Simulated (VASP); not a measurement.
Calculation: PBE GGA, VASP's PBE PAW potentials (set 64) (plane waves; VASP 6.6.1).

Input for VASP

KPOINTS:
```
k-points along high-symmetry lines
10
Line-mode
Reciprocal
  0.000000   0.000000   0.000000 ! GAMMA
  0.500000   0.000000   0.000000 ! M

  0.500000   0.000000   0.000000 ! M
  0.333333   0.333333   0.000000 ! K

  0.333333   0.333333   0.000000 ! K
  0.000000   0.000000   0.000000 ! GAMMA

  0.000000   0.000000   0.000000 ! GAMMA
  0.000000   0.000000   0.500000 ! A

  0.000000   0.000000   0.500000 ! A
  0.500000   0.000000   0.500000 ! L

  0.500000   0.000000   0.500000 ! L
  0.333333   0.333333   0.500000 ! H

  0.333333   0.333333   0.500000 ! H
  0.000000   0.000000   0.500000 ! A

  0.500000   0.000000   0.500000 ! L
  0.500000   0.000000   0.000000 ! M

  0.333333   0.333333   0.500000 ! H
  0.333333   0.333333   0.000000 ! K
```

File POSCAR:
```
LaC
1
    3.7404127696    -0.0000000000     0.0000000000
   -1.8702063848     3.2392925835     0.0000000000
    0.0000000000     0.0000000000     6.5494673064
La C
2 2
Direct
  1.0000000000   0.0000000000   1.0000000000
  0.0000000000   0.0000000000   0.5000000000
  0.3333330000   0.6666670000   0.2500000000
  0.6666670000   0.3333330000   0.7500000000
```

INCAR:
```
SYSTEM = LaC
PREC = Accurate
ENCUT = 520
EDIFF = 1E-7
NELM = 100
ALGO = Normal
LREAL = .FALSE.
LASPH = .TRUE.
ISMEAR = 0
SIGMA = 0.05
GGA = PE
LMAXMIX = 6
LWAVE = .FALSE.
LCHARG = .FALSE.
LORBIT = 11
ICHARG = 11
```

POTCAR, in this order: La C (PBE.64 set). Program: vasp_std. Read from the step before: CHGCAR.

The resulting files:

File OSZICAR:
```
       N       E                     dE             d eps       ncg     rms          rms(c)
DAV:   1     0.311284902795E+03    0.31128E+03   -0.10977E+04  3428   0.227E+03
DAV:   2     0.281387817913E+02   -0.28315E+03   -0.27862E+03  5628   0.375E+02
DAV:   3    -0.215499201446E+02   -0.49689E+02   -0.48409E+02  5761   0.205E+02
DAV:   4    -0.255529253949E+02   -0.40030E+01   -0.37626E+01  6552   0.471E+01
DAV:   5    -0.259567532438E+02   -0.40383E+00   -0.37975E+00  6018   0.151E+01
DAV:   6    -0.259998959410E+02   -0.43143E-01   -0.42947E-01  6608   0.492E+00
DAV:   7    -0.260022438106E+02   -0.23479E-02   -0.23459E-02  6112   0.124E+00
DAV:   8    -0.260024349027E+02   -0.19109E-03   -0.19103E-03  6624   0.340E-01
DAV:   9    -0.260024470474E+02   -0.12145E-04   -0.12141E-04  6152   0.783E-02
DAV:  10    -0.260024480497E+02   -0.10023E-05   -0.10029E-05  6600   0.219E-02
DAV:  11    -0.260024481211E+02   -0.71466E-07   -0.72025E-07  5248   0.549E-03
   1 F= -.26002448E+02 E0= -.25998961E+02  d E =-.697325E-02
```

**OUTCAR**
```
 val. band max:        7.6618221102   @ k =   0.3519   0.2963   0.5000

 cond. band min:       7.6907043344   @ k =   0.0741   0.0741   0.0000



 k-point     1 :       0.0000    0.0000    0.0000
  band No.  band energies     occupation
      1     -24.0330      2.00000
      2     -23.7313      2.00000
      3      -9.3118      2.00000
      4      -7.2159      2.00000
      5      -7.2159      2.00000
      6      -6.9237      2.00000
      7      -6.9237      2.00000
      8      -6.8479      2.00000
      9      -1.2720      2.00000
     10       0.5837      2.00000
     11       5.1821      2.00000
     12       6.2722      2.00000
     13       6.2722      2.00000
     14       7.6584      1.18092
     15       7.8795      0.00000
     16       7.9304      0.00000
     17       7.9304      0.00000
     18      10.3276      0.00000
     19      10.6796      0.00000

 k-point     2 :       0.0556    0.0000    0.0000
  band No.  band energies     occupation
      1     -24.0284      2.00000
      2     -23.7272      2.00000
      3      -9.2990      2.00000
      4      -7.2714      2.00000
      5      -7.2256      2.00000
      6      -6.9628      2.00000
      7      -6.9316      2.00000
      8      -6.8426      2.00000
      9      -1.2111      2.00000
     10       0.5225      2.00000
     11       5.2602      2.00000
     12       6.2886      2.00000
     13       6.3194      2.00000
     14       7.6456      1.44432
     15       7.7827      0.00101
     16       7.8570      0.00000
     17       7.8969      0.00000
     18      10.0906      0.00000
     19      10.7612      0.00000

 k-point     3 :       0.1111    0.0000    0.0000
  band No.  band energies     occupation
      1     -24.0154      2.00000
      2     -23.7155      2.00000
      3      -9.2621      2.00000
      4      -7.4254      2.00000
      5      -7.2535      2.00000
      6      -7.0733      2.00000
      7      -6.9541      2.00000
      8      -6.8271      2.00000
...
```

The density is held fixed in this step, so its total energy and stress have no physical meaning.

The structure was generated: LaC was put into the NiAs type type (P6_3/mmc), which need not be its known phase. It was relaxed first, which changed the volume by -28 %.
